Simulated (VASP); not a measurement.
# YPt3F2: single point with PBE

The system is YPt3F2.

```
Y Pt F
1.0
     4.89017    0.00000    0.00000
    -2.44508    4.23501    0.00000
     0.00000    0.00000    5.53157
Y Pt F
1 3 2
Direct
  0.00000 0.00000 0.00000
  0.50000 0.00000 0.50000
  0.50000 0.50000 0.50000
  0.00000 0.50000 0.50000
  0.33333 0.66667 0.00000
  0.66667 0.33333 0.00000
```

The cell was built by a generator and needn't be a form met in nature.

The cell isn't the ideal one: species swapped into the DyB2Ru3 type (P6/mmm, No. 191).

```json
{
  "Program": "VASP 6.6.1",
  "Task": "single point",
  "Functional": "PBE",
  "Potentials or basis": "VASP PAW PBE potentials, release 64 (Y_sv, Pt, F)",
  "Cutoff": "520 eV",
  "k mesh": "6 × 6 × 4",
  "Occupations": "gaussian, width 0.1 eV",
  "Spin": "collinear spin, typed start",
  "Starting moments": "[0.0, 1.0, 1.0, 1.0, 0.0, 0.0] μB",
  "Dipole correction": "no",
  "Further INCAR settings": "ALGO = Normal; EDIFF = 1e-07; NBANDS = 40"
}
```

```json
{
  "Pressure": "-0.4 GPa",
  "Band gap on the k mesh": "none (metal or under the smearing width)",
  "Net moment": "0.30 μB per cell",
  "Site moments": "Y -0.00; Pt +0.10; F +0.00 μB",
  "Valence electrons inside the program's atomic spheres": "Y 8.61; Pt 9.40; F 6.02"
}
```

Stress tensor (GPa, compression positive):
```
-0.55  0.00  0.00
 0.00 -0.55  0.00
 0.00  0.00 -0.19
```

Levels at points of the mesh, in eV from the Fermi level:
Spin up:
```tsv
k point	band 26	band 27	band 28	band 29	band 30	band 31
(0.00, 0.00, 0.00)	0.23	0.23	2.63	2.76	2.76	2.92
(0.50, 0.00, 0.00)	-1.28	-0.54	-0.32	0.17	1.94	1.97
(0.00, 0.00, 0.50)	0.08	0.25	0.25	1.48	1.48	2.59
(0.50, 0.00, 0.50)	-0.67	-0.65	-0.38	0.16	2.36	2.54
```
Spin down:
```tsv
k point	band 24	band 25	band 26	band 27	band 28	band 29	band 30	band 31
(0.00, 0.00, 0.00)	-0.24	-0.03	0.33	0.33	2.63	2.76	2.76	2.92
(0.50, 0.00, 0.00)	-1.70	-1.57	-1.25	-0.50	-0.26	0.27	1.95	1.97
(0.00, 0.00, 0.50)	-0.26	-0.04	0.08	0.36	0.36	1.48	1.48	2.58
(0.50, 0.00, 0.50)	-1.46	-1.00	-0.64	-0.63	-0.31	0.26	2.36	2.54
```

Run time: 4.4 min on 1 thread of Intel(R) Xeon(R) Platinum 8488C (Sapphire Rapids), on a shared host, peak memory 0.37 GiB.

Spin-orbit coupling is left out, which matters for the levels of Pt.
